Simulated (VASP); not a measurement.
Output of a VASP run:

### OUTCAR
```
 ion  position               nearest neighbor table
   1  0.000  0.000  0.000-
  LATTYP: Found a face centered cubic cell.
 ALAT       =     3.8717428296
 Subroutine PRICEL returns:
 Original cell was already a primitive cell.
 Subroutine GETGRP returns: Found 48 space group operations
The static configuration has the point symmetry O_h .
The dynamic configuration has the point symmetry O_h .
 Subroutine INISYM returns: Found 48 space group operations
 Subroutine IBZKPT returns following result:
 Found    120 irreducible k-points:

 Following reciprocal coordinates:
            Coordinates               Weight
  0.000000  0.000000  0.000000      1.000000
  0.066667  0.000000  0.000000      8.000000
  0.133333  0.000000  0.000000      8.000000
  0.200000  0.000000  0.000000      8.000000
  0.266667  0.000000  0.000000      8.000000
  0.333333  0.000000  0.000000      8.000000
  0.400000  0.000000  0.000000      8.000000
  0.466667  0.000000  0.000000      8.000000
  0.066667  0.066667  0.000000      6.000000
  0.133333  0.066667  0.000000     24.000000
  0.200000  0.066667  0.000000     24.000000
  0.266667  0.066667  0.000000     24.000000
  0.333333  0.066667  0.000000     24.000000
  0.400000  0.066667  0.000000     24.000000
  0.466667  0.066667  0.000000     24.000000
 -0.466667  0.066667  0.000000     24.000000
 -0.400000  0.066667  0.000000     24.000000
 -0.333333  0.066667  0.000000     24.000000
 -0.266667  0.066667  0.000000     24.000000
 -0.200000  0.066667  0.000000     24.000000
 -0.133333  0.066667  0.000000     24.000000
 -0.066667  0.066667  0.000000     12.000000
  0.133333  0.133333  0.000000      6.000000
  0.200000  0.133333  0.000000     24.000000
  0.266667  0.133333  0.000000     24.000000
  0.333333  0.133333  0.000000     24.000000
  0.400000  0.133333  0.000000     24.000000
  0.466667  0.133333  0.000000     24.000000
 -0.466667  0.133333  0.000000     24.000000
 -0.400000  0.133333  0.000000     24.000000
 -0.333333  0.133333  0.000000     24.000000
 -0.266667  0.133333  0.000000     24.000000
 -0.200000  0.133333  0.000000     24.000000
 -0.133333  0.133333  0.000000     12.000000
  0.200000  0.200000  0.000000      6.000000
  0.266667  0.200000  0.000000     24.000000
  0.333333  0.200000  0.000000     24.000000
  0.400000  0.200000  0.000000     24.000000
  0.466667  0.200000  0.000000     24.000000
 -0.466667  0.200000  0.000000     24.000000
   k-points           NKPTS =    120   k-points in BZ     NKDIM =    120   number of bands    NBANDS=      9
   number of dos      NEDOS =    301   number of ions     NIONS =      1
   total plane-waves  NPLWV =   5832
   dimension x,y,z NGX =    18 NGY =   18 NGZ =   18
   dimension x,y,z NGXF=    36 NGYF=   36 NGZF=   36
   ions per type =               1
   PREC   = accura    normal or accurate (medium, high low for compatibility)
   ISTART =      0    job   : 0-new  1-cont  2-samecut
   ICHARG =      2    charge: 1-file 2-atom 10-const
   ISPIN  =      1    spin polarized calculation?
   LNONCOLLINEAR =      F non collinear calculations
   LSORBIT =      F    spin-orbit coupling
   INIWAV =      1    electr: 0-lowe 1-rand  2-diag
   ENCUT  =  400.0 eV  29.40 Ry    5.42 a.u.   4.46  4.46  4.46*2*pi/ulx,y,z
   NELM   =    100;   NELMIN=  2; NELMDL= -5     # of ELM steps
   EDIFF  = 0.1E-07   stopping-criterion for ELM
   LREAL  =      F    real-space projection
   NLSPLINE    = F    spline interpolate recip. space projectors
   LMAXMIX     =    4 max onsite mixed and CHGCAR
   VOSKOWN=      0    Vosko Wilk Nusair interpolation
   EDIFFG = -.1E-02   stopping-criterion for IOM
   NSW    =     30    number of steps for IOM
   NBLOCK =      1;   KBLOCK =     30    inner block; outer block
   IBRION =      1    ionic relax: 0-MD 1-quasi-New 2-CG
   NFREE  =      0    steps in history (QN), initial steepest desc. (CG)
...
```

**OSZICAR**
```
       N       E                     dE             d eps       ncg     rms          rms(c)
DAV:   1     0.286828181852E+02    0.28683E+02   -0.45622E+03  2272   0.829E+02
DAV:   2    -0.607952211397E+01   -0.34762E+02   -0.33353E+02  2278   0.168E+02
DAV:   3    -0.635486039047E+01   -0.27534E+00   -0.27467E+00  2524   0.173E+01
DAV:   4    -0.635616711932E+01   -0.13067E-02   -0.13066E-02  2512   0.109E+00
DAV:   5    -0.635618037191E+01   -0.13253E-04   -0.13252E-04  2528   0.951E-02    0.871E+00
DAV:   6    -0.598636488838E+01    0.36982E+00   -0.16925E+00  2197   0.122E+01    0.387E+00
DAV:   7    -0.597163202545E+01    0.14733E-01   -0.15229E-02  2442   0.107E+00    0.202E+00
DAV:   8    -0.596655598242E+01    0.50760E-02   -0.14242E-03  2311   0.329E-01    0.909E-02
DAV:   9    -0.596655385268E+01    0.21297E-05   -0.10688E-05  3032   0.350E-02    0.135E-02
DAV:  10    -0.596655773538E+01   -0.38827E-05   -0.14570E-06  2478   0.103E-02    0.260E-03
DAV:  11    -0.596655766100E+01    0.74383E-07   -0.26664E-08  2855   0.146E-03    0.652E-04
DAV:  12    -0.596655763497E+01    0.26028E-07   -0.15394E-09  1259   0.400E-04    0.202E-05
DAV:  13    -0.596655763715E+01   -0.21818E-08   -0.39942E-11  1152   0.689E-05
   1 F= -.59665576E+01 E0= -.59668235E+01  d E =-.596656E+01
```

OUTCAR:
```
------------------------ aborting loop because EDIFF is reached ----------------------------------------
  FORCE on cell =-STRESS in cart. coord.  units (eV):
  Direction    XX          YY          ZZ          XY          YZ          ZX
  --------------------------------------------------------------------------------------
  Total       -0.0409537     -0.0409537     -0.0409537      0.0000000     -0.0000000      0.0000000
  in kB       -4.5221467     -4.5221467     -4.5221467      0.0000000     -0.0000000      0.0000000
  external PRESSURE =      -4.5221467 kB  Pullay stress =       0.0000000 kB
  volume of cell :       14.51
      direct lattice vectors                 reciprocal lattice vectors
     0.000000000  1.935871415  1.935871415    -0.258281617  0.258281617  0.258281617
     1.935871415  0.000000000  1.935871415     0.258281617 -0.258281617  0.258281617
     1.935871415  1.935871415  0.000000000     0.258281617  0.258281617 -0.258281617
 POSITION                                       TOTAL-FORCE (eV/Angst)
 -----------------------------------------------------------------------------------
      0.00000      0.00000      0.00000        -0.000000      0.000000      0.000000
 -----------------------------------------------------------------------------------
    total drift:                                0.000000     -0.000000      0.000000
  FREE ENERGIE OF THE ION-ELECTRON SYSTEM (eV)
  ---------------------------------------------------
  free  energy   TOTEN  =        -5.9665576372 eV

  energy  without entropy=       -5.9673553520  energy(sigma->0) =       -5.96682354

 reached required accuracy - stopping structural energy minimisation
```
(Selected blocks of OUTCAR.)

### POSCAR
```
Pd
1
    0.0000000000     1.9358714148     1.9358714148
    1.9358714148    -0.0000000000     1.9358714148
    1.9358714148     1.9358714148    -0.0000000000
Pd
1
Direct
  0.0000000000   0.0000000000   0.0000000000
```

Question: Write an INCAR and KPOINTS that could have produced this output.

Answer: Several could match; the one computed here: the input of the run itself, PBEsol GGA, plane waves, VASP's PBE PAW potentials (set 64).

File KPOINTS:
```
Regular mesh
0
G
 15 15 15
```

INCAR:
```
LMAXMIX=4   ! l cut-off of mixed one-centre charges
NELM=100   ! most electronic steps
IBRION=1
ISIF=2
ALGO=Normal
LREAL=F   ! projection in real space or not
LCHARG=F
EDIFFG=-0.001
PREC=Accurate
GGA=PS   ! PBEsol
LASPH=T   ! aspherical one-centre terms
SYSTEM=Pd
ENCUT=400   ! plane-wave cut-off (eV)
LWAVE=F
NSW=30
ISMEAR=1   ! Methfessel-Paxton
EDIFF=1E-8   ! SCF stop (eV)
SIGMA=0.1
```

POTCAR, in this order: Pd (PBE.64 set). Program: vasp_std.

The compound is Pd in the fcc structure. It was relaxed first. The start is the result of an earlier pass.
